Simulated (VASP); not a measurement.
```
CELL_PARAMETERS angstrom
      1.91000    -3.30822     0.00000
      1.91000     3.30822     0.00000
      0.00000     0.00000     6.26000
ATOMIC_POSITIONS crystal
  Zn 0.66667 0.33333 0.50000
  Zn 0.33333 0.66667 0.00000
  S  0.66667 0.33333 0.87500
  S  0.33333 0.66667 0.37500
```

Calculation: PBEsol GGA, VASP's PBE PAW potentials (set 64) (plane waves; VASP). Run with 300 eV cut-off, 8×8×5 Γ-centred mesh, Fermi-Dirac smearing of 0.050 eV, potentials Zn S.

At this cut-off the stress carries a Pulay error, which pulls relaxed volumes low.

Q: What does the run give for the energy per atom (σ→0), pressure?

A: 
| Quantity | Result |
|---|---|
| energy per atom (σ→0) | -3.786 eV/atom |
| pressure | -2.21 GPa |

The absolute energy has meaning only against runs of the same code, potentials and settings.

The structure is a typed ZnS crystal (P6_3mc). The cell was not relaxed at this level.
